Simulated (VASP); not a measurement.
An input for Quantum ESPRESSO's pw.x (written as the equivalent of a VASP run, and not itself run):

```
&CONTROL
  calculation = 'scf'
  pseudo_dir = './pseudo'
  outdir = './out'
  tprnfor = .true.
  tstress = .true.
/
&SYSTEM
  ibrav = 0
  nat = 2
  ntyp = 2
  ecutwfc = 82
  occupations = 'tetrahedra'
  input_dft = 'pz'
/
&ELECTRONS
  conv_thr = 7.3e-09
  electron_maxstep = 100
/
ATOMIC_SPECIES
  Pd 106.420 Pd.upf
  Au 196.967 Au.upf
CELL_PARAMETERS angstrom
     1.3968479    0.8064702    4.5388210
    -1.3968479    0.8064702    4.5388210
    -0.0000000   -1.6129413    4.5388210
ATOMIC_POSITIONS crystal
  Pd   0.5000000  0.5000000  0.5000000
  Au   0.0000000  0.0000000  0.0000000
K_POINTS automatic
  17 17 17 0 0 0
```

Task: Translate this input to VASP (INCAR, KPOINTS, POSCAR, choice of POTCAR).

Result: Several could match; the one computed here: 
INCAR:
```
SYSTEM = PdAu
PREC = Accurate
ENCUT = 400
EDIFF = 1E-7
NELM = 100
ALGO = Normal
LREAL = .FALSE.
LASPH = .TRUE.
ISMEAR = -5
LMAXMIX = 6
LWAVE = .FALSE.
LCHARG = .TRUE.
LORBIT = 11
NEDOS = 601
ISIF = 2
```

File KPOINTS:
```
Automatic mesh
0
Gamma
17 17 17
0 0 0
```

**POSCAR**
```
PdAu
1
    1.3968479338     0.8064701584     4.5388210250
   -1.3968479338     0.8064701584     4.5388210250
   -0.0000000000    -1.6129412804     4.5388210222
Pd Au
1 1
Direct
  0.5000000000   0.5000000000   0.5000000000
  0.0000000000   0.0000000000   0.0000000000
```

POTCAR, in this order: Pd Au (LDA.64 set). Program: vasp_std.

What does not carry over: the potentials are each code's own (VASP's PAW set, PseudoDojo norm-conserving files in pw.x), so ENCUT and ecutwfc are chosen apart and not converted; conv_thr bounds pw.x's estimated SCF error, while EDIFF bounds the energy change between steps.

The structure comes from a computed database's PdAu entry (R-3m); how it stands against other phases isn't given here. It was relaxed first, which changed the volume by -6 %.
